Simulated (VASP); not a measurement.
Consider the following.

```yaml
crystal:
  lattice:
    - [0.00000, 2.67467, 2.67467]
    - [2.67467, 0.00000, 2.67467]
    - [2.67467, 2.67467, 0.00000]
  atoms:
    - { symbol: Ag, position: [0.00000, 0.00000, 0.00000] }
    - { symbol: Cl, position: [0.50000, 0.50000, 0.50000] }
```

Method: LDA (Ceperley-Alder, Perdew-Zunger), VASP's LDA PAW potentials (set 64) (plane waves; VASP). Numerical set-up: 400 eV cut-off, Gaussian smearing of 0.050 eV, potentials Ag Cl.

**Question.** Give the energies of bands 2 to 11 at the high-symmetry points, in eV from the valence-band maximum.

**Answer.** 
```
band      Γ      X      U      L      W
----  -----  -----  -----  -----  -----
2     -3.02  -5.23  -5.09  -6.29  -5.03
3     -3.02  -3.68  -5.06  -4.97  -4.84
4     -3.02  -3.68  -4.53  -4.97  -4.84
5     -2.98  -3.47  -2.84  -2.53  -2.43
6     -2.98  -2.73  -2.45  -2.53  -2.43
7     -2.77  -2.37  -2.23  -2.14  -2.37
8     -2.77  -2.37  -2.00   0.00  -2.33
9     -2.77  -2.19  -1.32   0.00  -1.54
10     0.66   1.93   3.34   3.66   4.17
11    10.71   7.71   7.05   6.97   7.70
```

The gap is indirect, 0.65 eV, from the valence maximum at L to the conduction minimum at Γ.

The structure comes from a computed database's AgCl entry (Fm-3m); how it stands against other phases isn't given here. It was relaxed first, which changed the volume by -10 %.
